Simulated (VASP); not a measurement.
Data:

```xyz
2
Lattice="2.7514 0.0000 0.0000 -1.3757 2.3828 0.0000 0.0000 0.0000 4.4623" Properties=species:S:1:pos:R:3 pbc="T T T"
Ir     1.3757     0.7943     3.3467
Ir     0.0000     1.5885     1.1156
```

These are r2SCAN meta-GGA, VASP's PBE PAW potentials (set 64) (plane waves; VASP) values and carry that method's errors. Settings: 400 eV cut-off, 14×14×8 Γ-centred mesh, first-order Methfessel-Paxton smearing of 0.10 eV, potentials Ir.

The ions, cell shape and volume are relaxed. What does this cell relax into?

```xyz
2
Lattice="2.7348 0.0000 0.0000 -1.3674 2.3684 0.0000 0.0000 0.0000 4.4347" Properties=species:S:1:pos:R:3 pbc="T T T"
Ir     1.3674     0.7895     3.3260
Ir     0.0000     1.5789     1.1087
```
Space group P6_3/mmc (194), at a tolerance of 0.03 Å.

How do energy and volume change from the first to the last step?

The energy (σ→0) changes by -5.6 meV/atom and the volume by -1.8 %, in 4 ionic steps.

| step | E(σ→0) (eV) | max force (eV/Å) | pressure (GPa) | volume (Å³) |
|---|---|---|---|---|
| 1 | -104.5387 | 0.000 | -6.56 | 29.25 |
| 2 | -104.3753 | 0.000 | 31.13 | 26.79 |
| 3 | -104.5499 | 0.000 | -0.19 | 28.74 |
| 4 | -104.5499 | 0.000 | -0.02 | 28.72 |

The structure comes from a computed database's Ir entry (P6_3/mmc); how it stands against other phases isn't given here. This run relaxes it. Symmetry was kept, so distortions that lower it aren't found.
